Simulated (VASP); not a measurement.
# SiNi3 with SCAN: from relaxation to properties, part 2 of 2

What structure does SiNi3 take at this level, and what are its properties? Left out of this account: 1 further run (phonons: its modes failed a check). The start is a cell from a database of measured crystal structures.

VASP 6.6.1, plane waves and PAW; the level of theory is named at each step.

Still holding for the runs below: This run allows spin, but its moments start at zero, where symmetry between the spins tends to hold them, although Ni can carry a moment.

So far. Step 9 (Second relaxation): It ends with forces that vanish by symmetry and a pressure of 0.01 GPa. The volume moved by only 0.07 %, so the volume is settled. Step 10 (Single point with fields (SCAN)): In this run the pressure is 0.01 GPa, small enough to go on. The relaxed cell has a = 3.447 Å (conventional setting).

The database entry behind the starting cell differs from later determinations by our own check (an axis about 0.9 % long against later determinations), so it need not match the best structure at ambient conditions.

### Step 11. Band structure (SCAN)

The mesh alone shows little of the dispersion and can miss band extrema, so KPOINTS_OPT adds a path through the symmetry points after the self-consistent cycle.

Contents of INCAR:

```
SYSTEM = SiNi3
PREC = Accurate
ENCUT = 400
EDIFF = 1E-06
NELM = 100
ISMEAR = 1
SIGMA = 0.2
LREAL = .FALSE.
ALGO = Normal
METAGGA = SCAN
LASPH = .TRUE.
NBANDS = 33
ISPIN = 2
MAGMOM = -0 0 0 0
LMAXMIX = 4
LORBIT = 11
LWAVE = .FALSE.
LCHARG = .FALSE.
KPAR = 8
```

Contents of POSCAR:

```
SiNi3
1.0
    3.4473239300      0.0000000000      0.0000000000
    0.0000000000      3.4473239300      0.0000000000
    0.0000000000      0.0000000000      3.4473239300
Si Ni
1 3
Direct
    0.0000000000      0.0000000000      0.0000000000
    0.0000000000      0.5000000000      0.5000000000
    0.5000000000      0.0000000000      0.5000000000
    0.5000000000      0.5000000000      0.0000000000
```

Contents of KPOINTS:

```
Automatic mesh
0
Gamma
6 6 6
0 0 0
```

Contents of KPOINTS_OPT:

```
Line mode
16
Line-mode
Reciprocal
  0.00000000   0.00000000   0.00000000 GAMMA
  0.00000000   0.50000000   0.00000000 X

  0.00000000   0.50000000   0.00000000 X
  0.50000000   0.50000000   0.00000000 M

  0.50000000   0.50000000   0.00000000 M
  0.00000000   0.00000000   0.00000000 GAMMA

  0.00000000   0.00000000   0.00000000 GAMMA
  0.50000000   0.50000000   0.50000000 R

  0.50000000   0.50000000   0.50000000 R
  0.00000000   0.50000000   0.00000000 X

  0.50000000   0.50000000   0.00000000 M
  0.50000000   0.50000000   0.50000000 R
```

PAW data sets: Si and Ni (PBE family, release 64).

On the command line:

```bash
> mpirun -np 8 vasp_std
```

The job ended after 32 s (8 MPI ranks of Intel Xeon Platinum 8488C (Sapphire Rapids), shared host; peak memory 1.6 GiB; 4.1 min of CPU time).

Numbers from this step:

- bands: 33
- pressure: 0.01415 GPa

Both spin channels agree. Electronic bands along the path, in eV, zero at the Fermi level; # counts the bands kept:

| point | #14 | #15 | #16 | #17 | #18 | #19 | #20 | #21 |
| --- | --- | --- | --- | --- | --- | --- | --- | --- |
| Γ | -0.80 | -0.80 | -0.38 | 0.05 | 0.05 | 0.05 | 5.49 | 6.68 |
| 0.47 of the way | -0.99 | -0.82 | -0.64 | 0.05 | 1.34 | 1.34 | 5.91 | 6.49 |
| X | -1.47 | -1.33 | -0.72 | 0.05 | 4.00 | 4.00 | 5.51 | 5.51 |
| 0.53 of the way | -1.35 | -1.06 | -0.96 | -0.56 | 1.40 | 1.96 | 4.83 | 6.39 |
| M | -1.67 | -1.29 | -1.20 | -1.03 | 0.70 | 0.70 | 6.21 | 6.81 |
| 0.53 of the way | -1.06 | -0.91 | -0.62 | -0.29 | 0.65 | 2.44 | 5.27 | 6.35 |
| Γ | -0.80 | -0.80 | -0.38 | 0.05 | 0.05 | 0.05 | 5.49 | 6.68 |
| 0.53 of the way | -1.21 | -1.21 | -0.39 | -0.17 | 0.74 | 0.74 | 4.59 | 6.04 |
| R | -1.44 | -1.44 | -0.69 | -0.24 | -0.24 | -0.24 | 1.53 | 4.38 |
| 0.47 of the way | -1.30 | -1.18 | -1.02 | -0.32 | 0.80 | 1.24 | 2.57 | 4.58 |
| X | -1.47 | -1.33 | -0.72 | 0.05 | 4.00 | 4.00 | 5.51 | 5.51 |
| jump to M | -1.67 | -1.29 | -1.20 | -1.03 | 0.70 | 0.70 | 6.21 | 6.81 |
| 0.47 of the way | -1.36 | -1.33 | -1.26 | -0.58 | 0.28 | 0.28 | 3.02 | 5.64 |
| R | -1.44 | -1.44 | -0.69 | -0.24 | -0.24 | -0.24 | 1.53 | 4.38 |

Of the projections kept (Si, Ni), the largest for each band there; the rest of the weight can lie on other orbitals:

| point | #14 | #15 | #16 | #17 | #18 | #19 | #20 | #21 |
| --- | --- | --- | --- | --- | --- | --- | --- | --- |
| Γ | Ni 1.00 | Ni 1.00 | Ni 1.00 | Ni 1.00 | Ni 1.00 | Ni 1.00 | Ni 0.63 | Ni 1.00 |
| X | Ni 1.00 | Ni 1.00 | Ni 1.00 | Ni 1.00 | Ni 0.62 | Ni 0.62 | Ni 1.00 | Ni 1.00 |
| M | Ni 1.00 | Ni 1.00 | Ni 0.97 | Ni 1.00 | Ni 0.96 | Ni 0.96 | Ni 0.52 | Ni 0.62 |
| Γ | Ni 1.00 | Ni 1.00 | Ni 1.00 | Ni 1.00 | Ni 1.00 | Ni 1.00 | Ni 0.63 | Ni 1.00 |
| R | Ni 1.00 | Ni 1.00 | Ni 1.00 | Ni 1.00 | Ni 1.00 | Ni 1.00 | Ni 0.73 | Ni 1.00 |
| X | Ni 1.00 | Ni 1.00 | Ni 1.00 | Ni 1.00 | Ni 0.62 | Ni 0.62 | Ni 1.00 | Ni 1.00 |

There is no gap at this level.

Of the bands kept, 3 cross the Fermi level on this path.

### Step 12. Density of states (SCAN)

A density of states needs more k-points than a total energy; ISMEAR = -5 takes tetrahedra, and LORBIT projects the states on the PAW spheres. The mesh is finer than in the run before.

INCAR: that of step 11 with these lines changed.

```diff
@@ -5,3 +5,3 @@
 NELM = 100
-ISMEAR = 1
+ISMEAR = -5
 SIGMA = 0.2
@@ -19 +19,2 @@
 KPAR = 8
+NEDOS = 2001
```

POSCAR is that of step 11.

Contents of KPOINTS:

```
Automatic mesh
0
Gamma
8 8 8
0 0 0
```

On the command line:

```bash
> mpirun -np 8 vasp_std
```

The job ended after 21 s (8 MPI ranks; peak memory 1.5 GiB).

With tetrahedra the forces and stress of a metal are not exact derivatives of the energy.

This step gave:

```yaml
irreducible_k_points: 35
free_energy_toten: -60.2487 eV
fermi_energy: 11.20 eV
pressure: 0.01587 GPa
dos_at_the_fermi_level: 2.060 states/eV/cell
```

The density of states has structure finer than the step of the table below, so its rows give means over 1 eV, whole bins alone (the curve runs from -12.0 to 7.91 eV). Peaks (eV: height): total -4.3: 8.71, -3.4: 7.62, -2.5: 12.4, -1.3: 15.5; Ni d -4.3: 5.49, -3.4: 6.49, -2.5: 11.0, -1.3: 14.5; Ni p -4.3: 0.720, -4.0: 0.768, -2.5: 0.573, -0.9: 0.558; Si p -5.4: 0.229, -4.3: 0.837, 0.9: 0.234; Ni s -6.6: 0.358, -4.0: 0.467, 6.2: 0.258, 7.5: 0.287.

States under -12.0 eV and over 7.9 eV are left out; both spin channels agree and are summed. Density of states against energy, zero at the Fermi level; means over each step; values in states/eV/cell:

| energy (eV) | total | Ni d | Ni p | Si p | Ni s | Si s |
| --- | --- | --- | --- | --- | --- | --- |
| -11 | 0.507 | 0.0157 | 0.0518 | 0.00610 | 0.134 | 0.136 |
| -10 | 0.715 | 0.0465 | 0.0986 | 0.00865 | 0.119 | 0.214 |
| -9 | 0.510 | 0.0874 | 0.0634 | 0.00387 | 0.0320 | 0.171 |
| -8 | 0.212 | 0.0226 | 0.0206 | 0.0235 | 0.0804 | 0.00373 |
| -7 | 0.966 | 0.176 | 0.114 | 0.107 | 0.277 | 0.0269 |
| -6 | 1.52 | 0.480 | 0.173 | 0.162 | 0.292 | 0.0358 |
| -5 | 1.68 | 0.881 | 0.147 | 0.137 | 0.159 | 0.0159 |
| -4 | 4.78 | 3.31 | 0.384 | 0.241 | 0.160 | 0.00124 |
| -3 | 6.11 | 5.24 | 0.300 | 0.0484 | 0.0784 | 0.00170 |
| -2 | 6.37 | 5.65 | 0.243 | 0.0579 | 0.0462 | 0.00579 |
| -1 | 8.60 | 7.71 | 0.334 | 0.0347 | 0.0843 | 0.0432 |
| 0 | 2.17 | 2.04 | 0.0419 | 0.0212 | 0.00516 | 0.00203 |
| 1 | 2.03 | 1.37 | 0.204 | 0.158 | 0.0541 | 0.0131 |
| 2 | 1.19 | 0.604 | 0.182 | 0.130 | 0.0406 | 0.0334 |
| 3 | 0.765 | 0.332 | 0.104 | 0.0881 | 0.0404 | 0.0616 |
| 4 | 0.767 | 0.280 | 0.119 | 0.111 | 0.0475 | 0.0471 |
| 5 | 0.982 | 0.341 | 0.153 | 0.0703 | 0.171 | 0.0247 |
| 6 | 1.47 | 0.394 | 0.297 | 0.0411 | 0.225 | 0.0951 |
| 7 | 1.50 | 0.370 | 0.304 | 0.0653 | 0.183 | 0.0852 |

The finer mesh and the other smearing move the Fermi level by -0.02 eV from the 6×6×6 run, a small shift, which tests the Fermi level alone. Of the states within 0.3 eV of the Fermi level, the largest shares in the PAW spheres are Ni d 95 %. The rest lies in smaller channels or between the spheres.

### Step 13. What came out

```json
{
 "relaxed volume": "10.24 Å³/atom",
 "relaxed conventional cell a, b, c": "3.447, 3.447, 3.447 Å",
 "space group after relaxing, within 0.02 Å": "Pm-3m (No. 221)",
 "moment of the cell": "0 μB",
 "band gap": "none, a metal",
 "DOS at the Fermi level": "2.06 states/eV/cell"
}
```

**Reading.** With SCAN, SiNi3 relaxes to 10.24 Å³/atom in space group Pm-3m (held by the symmetry of the run) and comes out as a metal. Against the listed cell the volume lies -7.8 %. Band structure (SCAN): Of the bands kept, 3 cross the Fermi level on this path. The k-sampling is coarse for a metal, so the Fermi level, pressures and the shape of the cell carry errors. No search among competing phases was made, and a listed structure need not be the one stable at ambient conditions. All values are for a static lattice at zero temperature.

[Lines on the potential files, build, host, timing and source positions are cut from VASP's logs without a mark.]

[Logs are printed without paths, hosts, clocks, repeated set-up lines and the standing remarks that a program may print on its own settings, such as how far it seeks lower states.]

[Hosts, paths, dates, database ids (printed as entryN), source tags and the programs' standing remarks are cut or masked in the printed files.]

[A measured line is paired with the nearest computed mode of its activity, which favours agreement.]
